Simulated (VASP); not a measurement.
**GaN: relaxation of cell and atoms with PBE**

The system is GaN.

```
Ga N
1.0
     3.21715    0.00000    0.00000
    -1.60857    2.78613    0.00000
     0.00000    0.00000    5.24347
Ga N
2 2
Direct
  0.33333 0.66667 0.99924
  0.66667 0.33333 0.49924
  0.33333 0.66667 0.37576
  0.66667 0.33333 0.87576
```

```
Program                : VASP 6.6.1
Task                   : relaxation of cell and atoms
Functional             : PBE
Potentials or basis    : VASP PAW PBE potentials, release 64 (Ga_d, N)
Cutoff                 : 600 eV
k mesh                 : 12 × 12 × 5
Occupations            : gaussian, width 0.03 eV
Spin                   : no spin polarisation
Further INCAR settings : ALGO = Normal; EDIFF = 1e-07; IBRION = 2; EDIFFG = -0.005; NSW = 90; ISIF = 3
```

```
Relaxed volume                         : 11.76 Å³/atom
Relaxed cell                           : a = 3.218 Å, b = 3.218 Å, c = 5.244 Å, α = 90.00°, β = 90.00°, γ = 120.00°
Space group after relaxing (to 0.05 Å) : P6_3mc (No. 186)
Energy gained by relaxing              : 0.0 meV/atom
Ionic steps                            : 3
Pressure after relaxing                : 0.0 GPa
Band gap on the k mesh                 : 1.72 eV, direct
```

Forces on the atoms (eV/Å):
```
Ga   0.000  0.000 -0.002
Ga   0.000  0.000 -0.002
N    0.000  0.000  0.002
N    0.000  0.000  0.002
```

Final structure:
```
Ga N
1.0
     3.21773    0.00000    0.00000
    -1.60886    2.78663    0.00000
     0.00000    0.00000    5.24405
Ga N
2 2
Direct
  0.33333 0.66667 0.99919
  0.66667 0.33333 0.49919
  0.33333 0.66667 0.37581
  0.66667 0.33333 0.87581
```

Levels at points of the mesh, in eV from the valence-band top:
```csv
k point,band 14,band 15,band 16,band 17,band 18,band 19,band 20,band 21,band 22
"(0.00, 0.00, 0.00)",-1.00,-1.00,-0.04,0.00,0.00,1.72,4.07,9.02,9.73
"(0.50, 0.00, 0.00)",-5.19,-4.07,-2.64,-2.12,-0.96,4.98,5.37,5.98,8.35
```

Wall time 64 s on 1 thread of Intel(R) Xeon(R) 6975P-C (Granite Rapids) (shared host), peak memory 0.21 GiB.
